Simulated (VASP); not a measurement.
**Hg$_{2}$Zn$_{2}$Te$_{4}$ (ordered alloy cell): computed properties**

The numbers are results of PBEsol GGA, VASP's PBE PAW potentials (set 64) (plane waves; VASP), not measurements.

| Item | Value |
|---|---|
| space group | P-4m2 (115) |
| cell | a = 4.4430 Å, b = 4.4430 Å, c = 6.3084 Å, α = 90.00°, β = 90.00°, γ = 90.00° |
| volume per atom | 31.13 Å³/atom |
| band gap (on the k-mesh) | 0.06 eV |
| smallest direct gap (on the k-mesh) | 0.06 eV |
| band-edge character | direct, Γ to Γ |
| density | 6.95 g/cm³ |

```
CELL_PARAMETERS angstrom
      6.28338     0.00000     0.00000
      0.00000     6.28338     0.00000
      0.00000     0.00000     6.30841
ATOMIC_POSITIONS crystal
  Zn 0.00000 0.00000 0.00000
  Zn 0.50000 0.50000 0.00000
  Te 0.25000 0.25000 0.22880
  Te 0.75000 0.75000 0.22880
  Te 0.75000 0.25000 0.77120
  Te 0.25000 0.75000 0.77120
  Hg 0.50000 0.00000 0.50000
  Hg 0.00000 0.50000 0.50000
```

Unless said otherwise, spin-orbit coupling is left out, though it shifts the bands of the heavy elements here.

The structure was generated: Hg2Zn2Te4 was put into an ordered model structure (P-4m2), which need not be its known phase. It was relaxed first. Symmetry was kept, so distortions that lower it aren't found.
